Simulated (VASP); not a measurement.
Input:

```xyz
2
Lattice="3.4974 0.0000 0.0000 0.0000 3.4974 0.0000 0.0000 0.0000 3.4974" Properties=species:S:1:pos:R:3 pbc="T T T"
Y      0.0000     0.0000     0.0000
Si     1.7487     1.7487     1.7487
```

All values below come from PBEsol GGA, VASP's PBE PAW potentials (set 64) (plane waves; VASP 6.6.1). Settings: 400 eV cut-off, 12×12×12 Γ-centred mesh, tetrahedra with Blöchl corrections, potentials Y_sv Si.

Q: Tabulate the total density of states (states/eV per cell) against energy (eV; zero at the valence-band maximum or, without a gap, the Fermi level).

A: 
```
E (eV) | DOS (states/eV)
    -9.89 |  0.00
    -9.67 |  0.03
    -9.45 | # 0.12
    -9.23 | ## 0.18
    -9.01 | ## 0.24
    -8.79 | ### 0.30
    -8.57 | #### 0.37
    -8.36 | ##### 0.45
    -8.03 | ####### 0.64
    -7.81 | ######### 0.86
    -7.59 | ################ 1.52
    -7.37 | ###################### 2.10
    -7.15 | ######### 0.87
    -6.93 | ##### 0.49
    -6.71 | ### 0.31
    -6.49 | ## 0.20
    -6.27 | # 0.13
    -6.05 | # 0.08
    -5.83 | # 0.05
    -5.62 |  0.03
    -5.40 |  0.01
    -5.18 |  0.00
    -4.96 |  0.05
    -4.63 | ## 0.23
    -4.41 | ### 0.30
    -4.19 | #### 0.39
    -3.97 | ##### 0.50
    -3.75 | ######## 0.81
    -3.53 | ############## 1.38
    -3.31 | ######################## 2.29
    -3.10 | ################### 1.80
    -2.88 | ############# 1.29
    -2.66 | ########### 1.11
    -2.44 | ############# 1.30
    -2.22 | ############# 1.27
    -2.00 | ############ 1.15
    -1.78 | ########### 1.08
    -1.45 | ########### 1.04
    -1.23 | ######### 0.90
    -1.01 | ########## 0.97
    -0.79 | ######### 0.86
    -0.57 | ######### 0.88
    -0.35 | ########## 0.92
    -0.14 | ################ 1.52
     0.08 | ############################## 2.90
     0.30 | ############################ 2.74
     0.52 | ###################### 2.13
     0.74 | ########################### 2.60
     0.96 | ################ 1.58
     1.18 | ########## 1.00
     1.40 | ###### 0.54
     1.62 | ##### 0.46
     1.95 | ################### 1.80
     2.17 | ######################### 2.46
     2.38 | ################# 1.67
     2.60 | ###################### 2.10
     2.82 | ############### 1.46
     3.04 | ########### 1.03
     3.26 | ######### 0.90
     3.48 | ########### 1.02
```
Within 2 eV below the Fermi level the largest weight inside VASP's projection spheres is Y d, then Si p.

The structure was generated: YSi was put into the CsCl type (Pm-3m), which need not be its known phase. It was relaxed first. The electron count is odd and the run is not spin-polarised, which forces a metal.
